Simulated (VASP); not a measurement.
Method: PBE GGA, VASP's PBE PAW potentials (set 64) (plane waves; VASP 6.6.1).

A VASP calculation is set up with these files.

**INCAR**
```
! general
SYSTEM =SrCl2
PREC   =Accurate
ENCUT  =480   ! plane-wave cut-off (eV)
LREAL  =.False.   ! projection in real space or not
LASPH  =.True.

! electronic loop
EDIFF  =1E-7   ! SCF stop (eV)
NELM   =100
ALGO   =Normal   ! blocked Davidson
LMAXMIX=4

! smearing
ISMEAR =0   ! Gaussian
SIGMA  =0.05   ! width (eV)

! functional
GGA    =PE

! ions
ISIF   =2

! output
LWAVE  =.False.
LCHARG =.False.
```

**KPOINTS**
```
Automatic mesh
0
Gamma
6 6 6
0 0 0
```

**POSCAR**
```
SrCl2
1
    0.0000000000     3.4667829245     3.4667829245
    3.4667829245     0.0000000000     3.4667829245
    3.4667829245     3.4667829245     0.0000000000
Sr Cl
1 2
Direct
  0.0000000000   0.0000000000   0.0000000000
  0.2500000000   0.2500000000   0.2500000000
  0.7500000000   0.7500000000   0.7500000000
```

POTCAR, in this order: Sr_sv Cl (PBE.64 set). Program: vasp_std.

Output of the run:

OSZICAR:
```
       N       E                     dE             d eps       ncg     rms          rms(c)
DAV:   1     0.143888645008E+03    0.14389E+03   -0.11267E+04   512   0.127E+03
DAV:   2    -0.470756904900E+01   -0.14860E+03   -0.14441E+03   704   0.242E+02
DAV:   3    -0.128087232991E+02   -0.81012E+01   -0.80948E+01   680   0.618E+01
DAV:   4    -0.130353164641E+02   -0.22659E+00   -0.22656E+00   888   0.867E+00
DAV:   5    -0.130376566559E+02   -0.23402E-02   -0.23401E-02   704   0.763E-01    0.136E+01
DAV:   6    -0.127496232992E+02    0.28803E+00   -0.75530E-01   656   0.506E+00    0.884E+00
DAV:   7    -0.127607540975E+02   -0.11131E-01   -0.45608E-01   776   0.429E+00    0.200E+00
DAV:   8    -0.127641448508E+02   -0.33908E-02   -0.65112E-02   616   0.151E+00    0.340E-01
DAV:   9    -0.127655381352E+02   -0.13933E-02   -0.23959E-03   752   0.315E-01    0.126E-01
DAV:  10    -0.127668883044E+02   -0.13502E-02   -0.11548E-03   568   0.225E-01    0.332E-02
DAV:  11    -0.127669703017E+02   -0.81997E-04   -0.10611E-04   776   0.585E-02    0.395E-02
DAV:  12    -0.127669799109E+02   -0.96092E-05   -0.15223E-05   624   0.222E-02    0.125E-02
DAV:  13    -0.127669830203E+02   -0.31094E-05   -0.73001E-06   680   0.151E-02    0.436E-03
DAV:  14    -0.127669829466E+02    0.73695E-07   -0.29793E-07   624   0.379E-03
   1 F= -.12766983E+02 E0= -.12766983E+02  d E =-.373747E-16
```

File OUTCAR:
```
------------------------ aborting loop because EDIFF is reached ----------------------------------------
  FORCE on cell =-STRESS in cart. coord.  units (eV):
  Direction    XX          YY          ZZ          XY          YZ          ZX
  --------------------------------------------------------------------------------------
  Total        0.9295994      0.9295994      0.9295994      0.0000000      0.0000000     -0.0000000
  in kB       17.8729591     17.8729591     17.8729591      0.0000000      0.0000000     -0.0000000
  external PRESSURE =      17.8729591 kB  Pullay stress =       0.0000000 kB
  volume of cell :       83.33
      direct lattice vectors                 reciprocal lattice vectors
     0.000000000  3.466782924  3.466782924    -0.144225932  0.144225932  0.144225932
     3.466782924  0.000000000  3.466782924     0.144225932 -0.144225932  0.144225932
     3.466782924  3.466782924  0.000000000     0.144225932  0.144225932 -0.144225932
 POSITION                                       TOTAL-FORCE (eV/Angst)
 -----------------------------------------------------------------------------------
      0.00000      0.00000      0.00000         0.000000      0.000000     -0.000000
      1.73339      1.73339      1.73339         0.000000     -0.000000     -0.000000
      5.20017      5.20017      5.20017        -0.000000      0.000000      0.000000
 -----------------------------------------------------------------------------------
    total drift:                                0.000000      0.000000      0.000000
  FREE ENERGIE OF THE ION-ELECTRON SYSTEM (eV)
  ---------------------------------------------------
  free  energy   TOTEN  =       -12.7669829466 eV

  energy  without entropy=      -12.7669829466  energy(sigma->0) =      -12.76698295
```
(Selected blocks of OUTCAR.)

File OUTCAR:
```
 val. band max:        0.2767038352   @ k =   0.5000   0.5000   0.0000

 cond. band min:       5.6864939770   @ k =   0.0000   0.0000   0.0000


 Fermi energy:         0.5504773507

 k-point     1 :       0.0000    0.0000    0.0000
  band No.  band energies     occupation
      1     -32.5503      2.00000
      2     -14.5500      2.00000
      3     -14.5500      2.00000
      4     -14.5500      2.00000
      5     -13.0881      2.00000
      6     -12.1994      2.00000
      7      -1.9149      2.00000
      8      -1.9149      2.00000
      9      -1.9149      2.00000
     10      -0.0680      2.00000
     11      -0.0680      2.00000
     12      -0.0680      2.00000
     13       5.6865      0.00000
     14       6.3657      0.00000
     15       6.3657      0.00000
     16       9.3428      0.00000

 k-point     2 :       0.1667    0.0000    0.0000
  band No.  band energies     occupation
      1     -32.5494      2.00000
      2     -14.6511      2.00000
      3     -14.5538      2.00000
      4     -14.5538      2.00000
      5     -12.9222      2.00000
      6     -12.2587      2.00000
      7      -1.8105      2.00000
      8      -1.8105      2.00000
      9      -1.7207      2.00000
     10      -0.3860      2.00000
     11      -0.2221      2.00000
     12      -0.2221      2.00000
     13       6.2840      0.00000
     14       6.5828      0.00000
     15       6.5828      0.00000
     16       8.3376      0.00000

 k-point     3 :       0.3333    0.0000    0.0000
  band No.  band energies     occupation
      1     -32.5476      2.00000
      2     -14.8060      2.00000
      3     -14.5613      2.00000
      4     -14.5613      2.00000
      5     -12.6988      2.00000
      6     -12.3058      2.00000
      7      -1.5479      2.00000
      8      -1.5479      2.00000
      9      -1.3511      2.00000
     10      -0.9191      2.00000
     11      -0.5611      2.00000
     12      -0.5611      2.00000
     13       6.9140      0.00000
...
```

The compound is SrCl2 in the fluorite structure. This cell was strained or had an atom moved on purpose.
